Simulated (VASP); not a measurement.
```xyz
4
Lattice="2.1197 1.2238 7.3812 -2.1197 1.2238 7.3812 0.0000 -2.4476 7.3812" Properties=species:S:1:pos:R:3 pbc="T T T"
Tl     0.0000     0.0000    11.0719
Bi     0.0000     0.0000     0.0000
Se     0.0000     0.0000    16.4110
Se     0.0000     0.0000     5.7327
```

Computed with PBEsol GGA, VASP's PBE PAW potentials (set 64) (plane waves; VASP). Numerical set-up: 400 eV cut-off, Gaussian smearing of 0.050 eV, potentials Tl_d Bi_d Se.

Unless said otherwise, spin-orbit coupling is left out, though it shifts the bands of the heavy elements here.

Task: Give the energies of bands 14 to 23 at the high-symmetry points, in eV from the valence-band maximum.

Result: 
```csv
band,Γ,T,H2,L,S0,F
14,-5.59,-6.05,-5.89,-5.98,-5.86,-5.51
15,-2.16,-2.05,-4.50,-4.35,-4.63,-5.25
16,-2.11,-2.05,-4.17,-3.34,-4.04,-3.54
17,-2.11,-1.68,-3.47,-3.02,-3.63,-3.53
18,-1.46,-1.59,-2.45,-2.30,-2.39,-1.57
19,-1.46,-1.59,-1.56,-2.22,-1.84,-1.49
20,0.00,-0.82,-1.44,-1.98,-0.93,-0.16
21,0.09,1.32,2.06,2.30,1.44,0.23
22,1.45,1.78,2.21,2.98,2.73,1.46
23,1.45,1.78,3.34,3.03,3.10,1.87
```

The gap is direct, 0.09 eV, from the valence maximum at Γ to the conduction minimum at Γ.

The structure comes from a computed database's TlBiSe2 entry (R-3m); how it stands against other phases isn't given here. It was relaxed first.
